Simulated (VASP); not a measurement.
Output of a VASP run:

File OUTCAR:
```
 ion  position               nearest neighbor table
   1  0.500  0.500  0.500-   2 3.23   2 3.23   2 3.23   2 3.23   2 3.23   2 3.23
   2  0.000  0.000  0.000-   1 3.23   1 3.23   1 3.23   1 3.23   1 3.23   1 3.23
  LATTYP: Found a face centered cubic cell.
 ALAT       =     6.4600000000
 Subroutine PRICEL returns:
 Original cell was already a primitive cell.
 Subroutine GETGRP returns: Found 48 space group operations
The static configuration has the point symmetry O_h .
The dynamic configuration has the point symmetry O_h .
 Subroutine INISYM returns: Found 48 space group operations
 Subroutine IBZKPT returns following result:
 Found     20 irreducible k-points:

 Following reciprocal coordinates:
            Coordinates               Weight
  0.000000  0.000000  0.000000      1.000000
  0.142857  0.000000  0.000000      8.000000
  0.285714  0.000000  0.000000      8.000000
  0.428571  0.000000  0.000000      8.000000
  0.142857  0.142857  0.000000      6.000000
  0.285714  0.142857  0.000000     24.000000
  0.428571  0.142857  0.000000     24.000000
 -0.428571  0.142857  0.000000     24.000000
 -0.285714  0.142857  0.000000     24.000000
 -0.142857  0.142857  0.000000     12.000000
  0.285714  0.285714  0.000000      6.000000
  0.428571  0.285714  0.000000     24.000000
 -0.428571  0.285714  0.000000     24.000000
 -0.285714  0.285714  0.000000     12.000000
  0.428571  0.428571  0.000000      6.000000
 -0.428571  0.428571  0.000000     12.000000
  0.428571  0.285714  0.142857     24.000000
 -0.428571  0.285714  0.142857     48.000000
 -0.428571  0.428571  0.142857     24.000000
 -0.285714  0.428571  0.142857     24.000000
   k-points           NKPTS =     20   k-points in BZ     NKDIM =     20   number of bands    NBANDS=     14
   number of dos      NEDOS =    301   number of ions     NIONS =      2
   total plane-waves  NPLWV =  46656
   dimension x,y,z NGX =    36 NGY =   36 NGZ =   36
   dimension x,y,z NGXF=    72 NGYF=   72 NGZF=   72
   ions per type =               1   1
   PREC   = accura    normal or accurate (medium, high low for compatibility)
   ISTART =      0    job   : 0-new  1-cont  2-samecut
   ICHARG =      2    charge: 1-file 2-atom 10-const
   ISPIN  =      1    spin polarized calculation?
   LNONCOLLINEAR =      F non collinear calculations
   LSORBIT =      F    spin-orbit coupling
   INIWAV =      1    electr: 0-lowe 1-rand  2-diag
   ENCUT  =  520.0 eV  38.22 Ry    6.18 a.u.   8.49  8.49  8.49*2*pi/ulx,y,z
   NELM   =    100;   NELMIN=  2; NELMDL= -5     # of ELM steps
   EDIFF  = 0.1E-05   stopping-criterion for ELM
   LREAL  =      F    real-space projection
   NLSPLINE    = F    spline interpolate recip. space projectors
   LMAXMIX     =    4 max onsite mixed and CHGCAR
   VOSKOWN=      0    Vosko Wilk Nusair interpolation
   EDIFFG = -.1E-01   stopping-criterion for IOM
   NSW    =     60    number of steps for IOM
   NBLOCK =      1;   KBLOCK =     60    inner block; outer block
   IBRION =      2    ionic relax: 0-MD 1-quasi-New 2-CG
   NFREE  =      1    steps in history (QN), initial steepest desc. (CG)
   ISIF   =      3    stress and relaxation
   ISYM   =      2    0-nonsym 1-usesym 2-fastsym
   TEIN   =    0.0    initial temperature
   TEBEG  =    0.0;   TEEND  =   0.0 temperature during run
   SMASS  =  -3.00    Nose mass-parameter (am)
   PSTRESS=    0.0 pullay stress
   NELECT =      20.0000    total number of electrons
   EFERMI =   0.00;   METHOD = LEGACY
   ISMEAR =     0;   SIGMA  =   0.05  broadening in eV -4-tet -1-fermi 0-gaus
   IALGO  =     38    algorithm
   LDIAG  =      T    sub-space diagonalisation (order eigenvalues)
   IMIX   =      4    mixing-type and parameters
     AMIX     =   0.40;   BMIX     =  1.00
     AMIX_MAG =   1.60;   BMIX_MAG =  1.00
     AMIN     =   0.10
   GGA     = MK    functional components
   VOSKOWN =     0    Vosko Wilk Nusair interpolation
   LHFCALC =     F    Hartree Fock is set to
   LHFONE  =     F    Hartree Fock one center treatment
...
```

File OSZICAR:
```
       N       E                     dE             d eps       ncg     rms          rms(c)
DAV:   1     0.156227544252E+03    0.15623E+03   -0.92116E+03   560   0.137E+03
DAV:   2     0.840488142347E+01   -0.14782E+03   -0.14533E+03   590   0.333E+02
DAV:   3    -0.241379514391E+01   -0.10819E+02   -0.10786E+02   740   0.973E+01
DAV:   4    -0.269017370672E+01   -0.27638E+00   -0.27629E+00   654   0.192E+01
DAV:   5    -0.270006879659E+01   -0.98951E-02   -0.98949E-02   768   0.308E+00    0.329E+00
DAV:   6    -0.257669066278E+01    0.12338E+00   -0.30708E-01   746   0.438E+00    0.205E+00
DAV:   7    -0.257442524816E+01    0.22654E-02   -0.84834E-02   654   0.161E+00    0.903E-01
DAV:   8    -0.257639518364E+01   -0.19699E-02   -0.89466E-03   590   0.112E+00    0.148E-01
DAV:   9    -0.257640080154E+01   -0.56179E-05   -0.10905E-03   810   0.386E-01    0.516E-02
DAV:  10    -0.257643140394E+01   -0.30602E-04   -0.13133E-04   596   0.101E-01    0.232E-02
DAV:  11    -0.257644037284E+01   -0.89689E-05   -0.41984E-05   662   0.578E-02    0.170E-02
DAV:  12    -0.257644016434E+01    0.20850E-06   -0.26309E-06   650   0.135E-02
   1 F= -.25764402E+01 E0= -.25764402E+01  d E =-.257644E+01
       N       E                     dE             d eps       ncg     rms          rms(c)
DAV:   1    -0.270414999078E+01   -0.12771E+00   -0.40967E+00   680   0.373E+01    0.186E+00
DAV:   2    -0.259866335167E+01    0.10549E+00   -0.21524E-01   686   0.840E+00    0.699E-01
DAV:   3    -0.257970824830E+01    0.18955E-01   -0.83400E-02   692   0.482E+00    0.147E-01
DAV:   4    -0.257976916918E+01   -0.60921E-04   -0.13502E-03   560   0.406E-01    0.116E-01
DAV:   5    -0.257976783688E+01    0.13323E-05   -0.34636E-04   662   0.184E-01    0.341E-02
DAV:   6    -0.257976119643E+01    0.66404E-05   -0.35570E-05   722   0.105E-01    0.905E-03
DAV:   7    -0.257976284744E+01   -0.16510E-05   -0.14518E-06   460   0.116E-02    0.116E-03
DAV:   8    -0.257976297104E+01   -0.12360E-06   -0.12621E-07   292   0.474E-03
   2 F= -.25797630E+01 E0= -.25797630E+01  d E =-.332281E-02
       N       E                     dE             d eps       ncg     rms          rms(c)
DAV:   1    -0.258725240539E+01   -0.74896E-02   -0.22649E-01   680   0.845E+00    0.448E-01
DAV:   2    -0.258115711579E+01    0.60953E-02   -0.12602E-02   686   0.205E+00    0.165E-01
DAV:   3    -0.258011696617E+01    0.10401E-02   -0.45543E-03   686   0.113E+00    0.335E-02
DAV:   4    -0.258012491406E+01   -0.79479E-05   -0.74097E-05   560   0.901E-02    0.268E-02
DAV:   5    -0.258013046780E+01   -0.55537E-05   -0.19509E-05   650   0.426E-02    0.708E-03
DAV:   6    -0.258013026368E+01    0.20412E-06   -0.16376E-06   346   0.237E-02
   3 F= -.25801303E+01 E0= -.25801303E+01  d E =-.369010E-02
```

OUTCAR:
```
------------------------ aborting loop because EDIFF is reached ----------------------------------------
  FORCE on cell =-STRESS in cart. coord.  units (eV):
  Direction    XX          YY          ZZ          XY          YZ          ZX
  --------------------------------------------------------------------------------------
  Total       -0.0011566     -0.0011566     -0.0011566      0.0000000      0.0000000      0.0000000
  in kB       -0.0269494     -0.0269494     -0.0269494      0.0000000      0.0000000      0.0000000
  external PRESSURE =      -0.0269494 kB  Pullay stress =       0.0000000 kB
  volume of cell :       68.76
      direct lattice vectors                 reciprocal lattice vectors
     0.000000000  3.251662287  3.251662287    -0.153767506  0.153767506  0.153767506
     3.251662287  0.000000000  3.251662287     0.153767506 -0.153767506  0.153767506
     3.251662287  3.251662287 -0.000000000     0.153767506  0.153767506 -0.153767506
  FREE ENERGIE OF THE ION-ELECTRON SYSTEM (eV)
  ---------------------------------------------------
  free  energy   TOTEN  =        -2.5801302637 eV

  energy  without entropy=       -2.5801302637  energy(sigma->0) =       -2.58013026

 reached required accuracy - stopping structural energy minimisation
```
(Selected blocks of OUTCAR.)

**POSCAR**
```
PbTe
1
    0.0000000000     3.2300000000     3.2300000000
    3.2300000000     0.0000000000     3.2300000000
    3.2300000000     3.2300000000     0.0000000000
Te Pb
1 1
Direct
  0.5000000000   0.5000000000   0.5000000000
  0.0000000000   0.0000000000   0.0000000000
```

Write an INCAR and KPOINTS that could have produced this output.

This is not unique; one that fits is the input of the run itself, optB86b-vdW, plane waves, VASP's PBE PAW potentials (set 64).

**INCAR**
```
! general
SYSTEM    =  PbTe
PREC      =  Accurate
ENCUT     =  520
LREAL     =  .False.
LASPH     =  .True.

! electronic loop
EDIFF     =  1E-6
NELM      =  100
ALGO      =  Normal
LMAXMIX   =  4

! smearing
ISMEAR    =  0
SIGMA     =  0.05

! functional
GGA       =  MK
LUSE_VDW  =  .True.
AGGAC     =  0.0
PARAM1    =  0.1234
PARAM2    =  1.0

! ions
IBRION    =  2
NSW       =  60
ISIF      =  3
EDIFFG    =  -0.01

! output
LWAVE     =  .False.
LCHARG    =  .False.
```

**KPOINTS**
```
K-points
0
gamma
  7 7 7
0 0 0
```

POTCAR, in this order: Te Pb_d (PBE.64 set). Program: vasp_std.

Energy and stress use the plane-wave basis of the starting cell.

The compound is PbTe in the rock salt structure. This run relaxes it. Symmetry was kept, so distortions that lower it aren't found.
